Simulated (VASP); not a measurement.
All values below come from PBEsol GGA, VASP's PBE PAW potentials (set 64) (plane waves; VASP 6.6.1).

The input files of a VASP run:

**INCAR**
```
# general
SYSTEM  = HfC
PREC    = Accurate
ENCUT   = 520
LREAL   = .False.   # projection in real space or not
LASPH   = .True.   # aspherical one-centre terms

# electronic loop
EDIFF   = 1E-7
NELM    = 100
ALGO    = Normal
LMAXMIX = 6

# smearing
ISMEAR  = 1   # Methfessel-Paxton
SIGMA   = 0.1

# functional
GGA     = PS   # PBEsol

# ions
ISIF    = 2   # forces and stress, cell fixed

# output
LWAVE   = .False.
LCHARG  = .False.
```

File KPOINTS:
```
K-points
0
G
14 14 14
```

POSCAR:
```
HfC
3.320730
  0.0000000000   0.7071068149   0.7071068149
  0.7071068149   0.0000000000   0.7071068149
  0.7071068149   0.7071068149   0.0000000000
Hf C
1 1
direct
  0.0000000000   0.0000000000   0.0000000000
  0.5000000000   0.5000000000   0.5000000000
```

POTCAR, in this order: Hf_pv C (PBE.64 set). Program: vasp_std.

The run wrote:

### OUTCAR
```
 ion  position               nearest neighbor table
   1  0.000  0.000  0.000-   2 2.35   2 2.35   2 2.35   2 2.35   2 2.35   2 2.35
   2  0.500  0.500  0.500-   1 2.35   1 2.35   1 2.35   1 2.35   1 2.35   1 2.35
  LATTYP: Found a face centered cubic cell.
 ALAT       =     4.6962216270
 Subroutine PRICEL returns:
 Original cell was already a primitive cell.
 Subroutine GETGRP returns: Found 48 space group operations
The static configuration has the point symmetry O_h .
The dynamic configuration has the point symmetry O_h .
 Subroutine INISYM returns: Found 48 space group operations
 Subroutine IBZKPT returns following result:
 Found    104 irreducible k-points:

 Following reciprocal coordinates:
            Coordinates               Weight
  0.000000  0.000000  0.000000      1.000000
  0.071429  0.000000  0.000000      8.000000
  0.142857  0.000000  0.000000      8.000000
  0.214286  0.000000  0.000000      8.000000
  0.285714  0.000000  0.000000      8.000000
  0.357143  0.000000  0.000000      8.000000
  0.428571  0.000000  0.000000      8.000000
  0.500000  0.000000  0.000000      4.000000
  0.071429  0.071429  0.000000      6.000000
...
```

### OSZICAR
```
       N       E                     dE             d eps       ncg     rms          rms(c)
DAV:   1     0.218954838719E+02    0.21895E+02   -0.77772E+03  2288   0.121E+03
DAV:   2    -0.232884921064E+02   -0.45184E+02   -0.42835E+02  2940   0.212E+02
DAV:   3    -0.250517931392E+02   -0.17633E+01   -0.17317E+01  2975   0.318E+01
DAV:   4    -0.250698566873E+02   -0.18064E-01   -0.18021E-01  2810   0.317E+00
DAV:   5    -0.250700939583E+02   -0.23727E-03   -0.23715E-03  2987   0.314E-01    0.552E+01
DAV:   6    -0.222438032274E+02    0.28263E+01   -0.18841E+01  2575   0.219E+01    0.393E+01
DAV:   7    -0.221507740546E+02    0.93029E-01   -0.68987E-01  2655   0.614E+00    0.236E+01
DAV:   8    -0.221379111079E+02    0.12863E-01   -0.71949E-02  2531   0.251E+00    0.535E+00
DAV:   9    -0.221312740912E+02    0.66370E-02   -0.31618E-02  2565   0.108E+00    0.190E+00
DAV:  10    -0.221309632427E+02    0.31085E-03   -0.11600E-03  2751   0.281E-01    0.345E-01
DAV:  11    -0.221309550185E+02    0.82243E-05   -0.16668E-04  2690   0.938E-02    0.368E-02
DAV:  12    -0.221309531474E+02    0.18711E-05   -0.68409E-06  2700   0.221E-02    0.572E-02
DAV:  13    -0.221309527221E+02    0.42524E-06   -0.37818E-07  2618   0.624E-03    0.206E-03
DAV:  14    -0.221309527163E+02    0.57937E-08   -0.43308E-09  1351   0.653E-04
   1 F= -.22130953E+02 E0= -.22130910E+02  d E =-.126727E-03
```

OUTCAR:
```
------------------------ aborting loop because EDIFF is reached ----------------------------------------
  FORCE on cell =-STRESS in cart. coord.  units (eV):
  Direction    XX          YY          ZZ          XY          YZ          ZX
  --------------------------------------------------------------------------------------
  Total       -2.1554559     -2.1554559     -2.1554559      0.0000000      0.0000000      0.0000000
  in kB     -133.3717863   -133.3717863   -133.3717863      0.0000000      0.0000000      0.0000000
  external PRESSURE =    -133.3717863 kB  Pullay stress =       0.0000000 kB
  volume of cell :       25.89
      direct lattice vectors                 reciprocal lattice vectors
     0.000000000  2.348110813  2.348110813    -0.212937140  0.212937140  0.212937140
     2.348110813  0.000000000  2.348110813     0.212937140 -0.212937140  0.212937140
     2.348110813  2.348110813  0.000000000     0.212937140  0.212937140 -0.212937140
 POSITION                                       TOTAL-FORCE (eV/Angst)
 -----------------------------------------------------------------------------------
      0.00000      0.00000      0.00000         0.000000      0.000000     -0.000000
      2.34811      2.34811      2.34811        -0.000000     -0.000000      0.000000
 -----------------------------------------------------------------------------------
    total drift:                                0.000000      0.000000      0.000000
  FREE ENERGIE OF THE ION-ELECTRON SYSTEM (eV)
  ---------------------------------------------------
  free  energy   TOTEN  =       -22.1309527163 eV

  energy  without entropy=      -22.1308259897  energy(sigma->0) =      -22.13091047
```
(Selected blocks of OUTCAR.)

The compound is HfC in the rock salt structure. This cell is one point of a volume scan, at 1.06 of the reference volume.
